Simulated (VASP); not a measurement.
Input:

```
CELL_PARAMETERS angstrom
     -1.64206     1.63416     3.98429
      1.64206    -1.63416     3.98429
      1.64206     1.63416    -3.98429
ATOMIC_POSITIONS crystal
  Si 0.66500 0.66500 0.00000
  Si 0.33500 0.33500 0.00000
  Mo 0.00000 0.00894 0.00894
```

Method: PBE GGA + U (Dudarev), VASP's PBE PAW potentials (set 64) (plane waves; VASP 6.6.1). Numerical set-up: 400 eV cut-off, 12×12×12 Γ-centred mesh, first-order Methfessel-Paxton smearing of 0.10 eV, potentials Si Mo_sv, U − J: Mo 5.00 eV.

**Question.** Give the force on each atom (eV/Å).

**Answer.** 
```
atom      Fx     Fy      Fz
----  ------  -----  ------
Si1    0.109  0.000  -0.291
Si2    0.109  0.000   0.291
Mo3   -0.219  0.000   0.000
```

**Question.** Give the stress tensor in GPa (positive for a compressed cell).

**Answer.** 
```
-6.94   0.00   0.00
 0.00  -5.74   0.00
 0.00   0.00  -5.81
```
The pressure is its mean diagonal, -6.16 GPa.

The compound is MoSi2 in the MoSi2 type structure. The cell was not relaxed at this level. The run is one of a series of settings (LDAU = .TRUE., LDAUJ = 0 0, LDAUL = -1 2, LDAUTYPE = 2, LDAUU = 0 5.0, LMAXMIX = 2 against the base run), some of them coarse on purpose.
